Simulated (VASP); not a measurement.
Level of theory: PBEsol GGA, VASP's PBE PAW potentials (set 64) (plane waves; VASP).

VASP input:

INCAR:
```
# general
SYSTEM =HfB2
PREC   =Accurate
ENCUT  =520
LREAL  =F
LASPH  =T

# electronic loop
EDIFF  =1E-6
NELM   =100
ALGO   =Normal
LMAXMIX=6

# smearing
ISMEAR =1
SIGMA  =0.1

# functional
GGA    =PS

# ions
ISIF   =2

# output
LWAVE  =F
LCHARG =F
```

### POSCAR
```
HfB2
6.8467720
  0.2292322572  -0.4068825426   0.0000000000
  0.2292322572   0.4068825426   0.0000000000
  0.0000000000   0.0000000000   0.5000000000
Hf B
1 2
Cartesian
  0.0000000000   0.0000000000   0.0000000000
  0.2292322572   0.1356277855   0.2500000000
  0.2322186950  -0.1356277855   0.2500000000
```

File KPOINTS:
```
Automatic mesh
0
Gamma
10 10 8
0 0 0
```

POTCAR, in this order: Hf_pv B (PBE.64 set). Program: vasp_std.

Unless said otherwise, spin-orbit coupling is left out, though it shifts the bands of the heavy elements here.

### Question
Predict the energy per atom (σ→0), pressure, largest force, band gap (on the k-mesh).

### Answer

| Property | Value |
|---|---|
| energy per atom (σ→0) | -9.271 eV/atom |
| band gap (on the k-mesh) | none (metal, semimetal or under 0.01 eV) |
| pressure | -65.6 kbar |
| largest force | 0.314 eV/Å |

File OSZICAR:
```
...
DAV:   7    -0.278872755401E+02    0.44758E-01   -0.15822E+00  7844   0.866E+00    0.103E+01
DAV:   8    -0.278179648829E+02    0.69311E-01   -0.48063E-01  7368   0.481E+00    0.163E+00
DAV:   9    -0.278141201055E+02    0.38448E-02   -0.30375E-02  7416   0.136E+00    0.248E-01
DAV:  10    -0.278140668604E+02    0.53245E-04   -0.78515E-04  7656   0.244E-01    0.337E-01
DAV:  11    -0.278140666335E+02    0.22689E-06   -0.88465E-05  7692   0.731E-02    0.144E-01
DAV:  12    -0.278140634226E+02    0.32109E-05   -0.10360E-05  7712   0.267E-02    0.364E-02
DAV:  13    -0.278140635777E+02   -0.15506E-06   -0.34460E-07  4464   0.586E-03
   1 F= -.27814064E+02 E0= -.27814056E+02  d E =-.223012E-04
```

The compound is HfB2 in the AlB2 type structure. The cell was not relaxed at this level, atoms are displaced from their ideal sites. The run is one of a series of settings (GGA = PS against the base run), some of them coarse on purpose.
